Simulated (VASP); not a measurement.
These are PBEsol GGA, VASP's PBE PAW potentials (set 64) (plane waves; VASP 6.6.1) values and carry that method's errors.

The input files of a VASP run:

File POSCAR:
```
CdF2
1.0
  0.0000000000   2.7802519450   2.6992737330
  2.6992737330   0.0000000000   2.6992737330
  2.6992737330   2.7802519450   0.0000000000
Cd F
1 2
Cartesian
  2.6992737330   2.7802519450   5.3985474660
  1.3496368665   1.3901259725   1.3496368665
  4.0489105995   4.1703779175   4.0489105995
```

**INCAR**
```
LWAVE = .FALSE.
ENCUT = 600
GGA = PS
SYSTEM = CdF2
PREC = Accurate
NELM = 100
EDIFF = 1E-7   # SCF stop (eV)
SIGMA = 0.05   # width (eV)
LMAXMIX = 4   # l cut-off of mixed one-centre charges
ISIF = 2   # forces and stress, cell fixed
ALGO = Normal
LREAL = .FALSE.
LASPH = .TRUE.
LCHARG = .FALSE.
ISMEAR = 0   # Gaussian
```

**KPOINTS**
```
Automatic mesh
0
Gamma
6 6 6
0 0 0
```

POTCAR, in this order: Cd F (PBE.64 set). Program: vasp_std.

Output of the run:

File OUTCAR:
```
 ion  position               nearest neighbor table
   1  0.000  0.000  0.000-   3 2.36   3 2.36   3 2.36   2 2.36   3 2.36   2 2.36   2 2.36   2 2.36
  LATTYP: Found a body centered tetragonal cell.
 ALAT       =     3.8173495218
 C/A-ratio  =     1.4566399692
 Subroutine PRICEL returns:
 Original cell was already a primitive cell.
 Subroutine GETGRP returns: Found 16 space group operations
The static configuration has the point symmetry D_4h.
The dynamic configuration has the point symmetry D_4h.
 Subroutine INISYM returns: Found 16 space group operations
 Subroutine IBZKPT returns following result:
 Found     30 irreducible k-points:

 Following reciprocal coordinates:
            Coordinates               Weight
  0.000000  0.000000  0.000000      1.000000
  0.166667  0.000000 -0.000000      8.000000
  0.333333  0.000000 -0.000000      8.000000
  0.500000  0.000000  0.000000      4.000000
  0.166667  0.166667  0.000000      4.000000
  0.333333  0.166667 -0.000000     16.000000
  0.500000  0.166667 -0.000000     16.000000
 -0.333333  0.166667  0.000000     16.000000
 -0.166667  0.166667  0.000000      8.000000
  0.333333  0.333333  0.000000      4.000000
  0.500000  0.333333  0.000000     16.000000
 -0.333333  0.333333  0.000000      8.000000
  0.500000  0.500000  0.000000      2.000000
  0.166667  0.000000  0.166667      2.000000
  0.333333  0.000000  0.166667      8.000000
  0.500000  0.000000  0.166667      8.000000
 -0.333333  0.000000  0.166667      8.000000
 -0.166667  0.000000  0.166667      4.000000
  0.500000  0.333333  0.166667      8.000000
 -0.333333  0.333333  0.166667      8.000000
  0.333333  0.500000  0.166667      8.000000
 -0.333333  0.500000  0.166667      4.000000
  0.333333 -0.333333  0.166667     16.000000
  0.500000 -0.333333  0.166667      4.000000
  0.333333 -0.166667  0.166667      8.000000
  0.333333  0.000000  0.333333      2.000000
  0.500000  0.000000  0.333333      8.000000
 -0.333333  0.000000  0.333333      4.000000
  0.500000 -0.166667  0.333333      4.000000
  0.500000  0.000000  0.500000      1.000000
   k-points           NKPTS =     30   k-points in BZ     NKDIM =     30   number of bands    NBANDS=     17
   number of dos      NEDOS =    301   number of ions     NIONS =      3
   total plane-waves  NPLWV =  30720
   dimension x,y,z NGX =    32 NGY =   30 NGZ =   32
   dimension x,y,z NGXF=    64 NGYF=   60 NGZF=   64
   ions per type =               1   2
   PREC   = accura    normal or accurate (medium, high low for compatibility)
   ISTART =      0    job   : 0-new  1-cont  2-samecut
   ICHARG =      2    charge: 1-file 2-atom 10-const
   ISPIN  =      1    spin polarized calculation?
   LNONCOLLINEAR =      F non collinear calculations
   LSORBIT =      F    spin-orbit coupling
   INIWAV =      1    electr: 0-lowe 1-rand  2-diag
   ENCUT  =  600.0 eV  44.10 Ry    6.64 a.u.   7.74  7.62  7.74*2*pi/ulx,y,z
   NELM   =    100;   NELMIN=  2; NELMDL= -5     # of ELM steps
   EDIFF  = 0.1E-06   stopping-criterion for ELM
   LREAL  =      F    real-space projection
   NLSPLINE    = F    spline interpolate recip. space projectors
   LMAXMIX     =    4 max onsite mixed and CHGCAR
   VOSKOWN=      0    Vosko Wilk Nusair interpolation
   EDIFFG = 0.1E-05   stopping-criterion for IOM
   NSW    =      0    number of steps for IOM
   NBLOCK =      1;   KBLOCK =      1    inner block; outer block
   IBRION =     -1    ionic relax: 0-MD 1-quasi-New 2-CG
   NFREE  =      0    steps in history (QN), initial steepest desc. (CG)
   ISIF   =      2    stress and relaxation
   ISYM   =      2    0-nonsym 1-usesym 2-fastsym
   TEIN   =    0.0    initial temperature
   TEBEG  =    0.0;   TEEND  =   0.0 temperature during run
...
```

**OSZICAR**
```
       N       E                     dE             d eps       ncg     rms          rms(c)
DAV:   1     0.214347318826E+03    0.21435E+03   -0.16890E+04  1052   0.172E+03
DAV:   2    -0.377611315726E+01   -0.21812E+03   -0.21099E+03  1140   0.399E+02
DAV:   3    -0.130119424178E+02   -0.92358E+01   -0.92085E+01  1144   0.924E+01
DAV:   4    -0.130600144455E+02   -0.48072E-01   -0.48063E-01  1182   0.654E+00
DAV:   5    -0.130601776960E+02   -0.16325E-03   -0.16324E-03  1095   0.339E-01    0.921E+00
DAV:   6    -0.115771657234E+02    0.14830E+01   -0.44070E+00  1294   0.426E+01    0.703E+00
DAV:   7    -0.116034777984E+02   -0.26312E-01   -0.77043E-01  1024   0.907E+00    0.417E+00
DAV:   8    -0.115908450140E+02    0.12633E-01   -0.19245E-01  1136   0.434E+00    0.780E-01
DAV:   9    -0.115792454920E+02    0.11600E-01   -0.45746E-02  1254   0.259E+00    0.123E-01
DAV:  10    -0.115797269883E+02   -0.48150E-03   -0.40717E-03  1029   0.713E-01    0.107E-01
DAV:  11    -0.115798425048E+02   -0.11552E-03   -0.19645E-04  1125   0.187E-01    0.571E-02
DAV:  12    -0.115798684563E+02   -0.25952E-04   -0.17154E-04  1058   0.120E-01    0.156E-02
DAV:  13    -0.115798722055E+02   -0.37492E-05   -0.89340E-06  1155   0.307E-02    0.273E-03
DAV:  14    -0.115798726457E+02   -0.44019E-06   -0.10163E-06  1061   0.647E-03    0.214E-03
DAV:  15    -0.115798726358E+02    0.99285E-08   -0.15891E-07   817   0.370E-03
   1 F= -.11579873E+02 E0= -.11579873E+02  d E =-.557118E-16
```

File OUTCAR:
```
------------------------ aborting loop because EDIFF is reached ----------------------------------------
  FORCE on cell =-STRESS in cart. coord.  units (eV):
  Direction    XX          YY          ZZ          XY          YZ          ZX
  --------------------------------------------------------------------------------------
  Total       -0.5607421     -1.3565145     -0.5607421      0.0000000      0.0000000      0.0000000
  in kB      -22.1751064    -53.6447223    -22.1751064      0.0000000      0.0000000      0.0000000
  external PRESSURE =     -32.6649784 kB  Pullay stress =       0.0000000 kB
  volume of cell :       40.51
      direct lattice vectors                 reciprocal lattice vectors
     0.000000000  2.780251945  2.699273733    -0.185235011  0.179839817  0.185235011
     2.699273733  0.000000000  2.699273733     0.185235011 -0.179839817  0.185235011
     2.699273733  2.780251945  0.000000000     0.185235011  0.179839817 -0.185235011
 POSITION                                       TOTAL-FORCE (eV/Angst)
 -----------------------------------------------------------------------------------
      0.00000      0.00000      0.00000         0.000000      0.000000     -0.000000
      1.34964      1.39013      1.34964        -0.000000     -0.000000     -0.000000
      4.04891      4.17038      4.04891         0.000000      0.000000      0.000000
 -----------------------------------------------------------------------------------
    total drift:                                0.000000     -0.000000      0.000000
  FREE ENERGIE OF THE ION-ELECTRON SYSTEM (eV)
  ---------------------------------------------------
  free  energy   TOTEN  =       -11.5798726358 eV

  energy  without entropy=      -11.5798726358  energy(sigma->0) =      -11.57987264
```
(Selected blocks of OUTCAR.)

File OUTCAR:
```
 val. band max:       -1.6914270685   @ k =  -0.3333   0.5000   0.1667

 cond. band min:       1.0721394642   @ k =   0.0000   0.0000   0.0000


 Fermi energy:        -1.4181323141

 k-point     1 :       0.0000    0.0000    0.0000
  band No.  band energies     occupation
      1     -22.2270      2.00000
      2     -21.1848      2.00000
      3      -7.2385      2.00000
      4      -7.2210      2.00000
      5      -7.2210      2.00000
      6      -6.1365      2.00000
      7      -6.1249      2.00000
      8      -2.7688      2.00000
      9      -2.5254      2.00000
     10      -2.5254      2.00000
     11      -2.2672      2.00000
     12      -2.2672      2.00000
     13      -2.1849      2.00000
     14       1.0721      0.00000
     15      10.6094      0.00000
     16      10.6094      0.00000
     17      10.6896      0.00000

 k-point     2 :       0.1667    0.0000   -0.0000
  band No.  band energies     occupation
      1     -22.1454      2.00000
      2     -21.2569      2.00000
      3      -7.1426      2.00000
      4      -7.1255      2.00000
      5      -6.9592      2.00000
      6      -6.1574      2.00000
      7      -6.1498      2.00000
      8      -3.3578      2.00000
      9      -2.8402      2.00000
     10      -2.7501      2.00000
     11      -2.4567      2.00000
     12      -2.2024      2.00000
     13      -2.1930      2.00000
     14       2.0380      0.00000
     15       9.5305      0.00000
     16      11.0021      0.00000
     17      11.0213      0.00000

 k-point     3 :       0.3333    0.0000   -0.0000
  band No.  band energies     occupation
      1     -21.9391      2.00000
      2     -21.4405      2.00000
      3      -6.9874      2.00000
      4      -6.9544      2.00000
      5      -6.3209      2.00000
      6      -6.1367      2.00000
      7      -6.1286      2.00000
      8      -4.1762      2.00000
      9      -3.2849      2.00000
     10      -3.2287      2.00000
     11      -3.1770      2.00000
...
```

The compound is CdF2 in the fluorite structure. This cell was strained or had an atom moved on purpose.
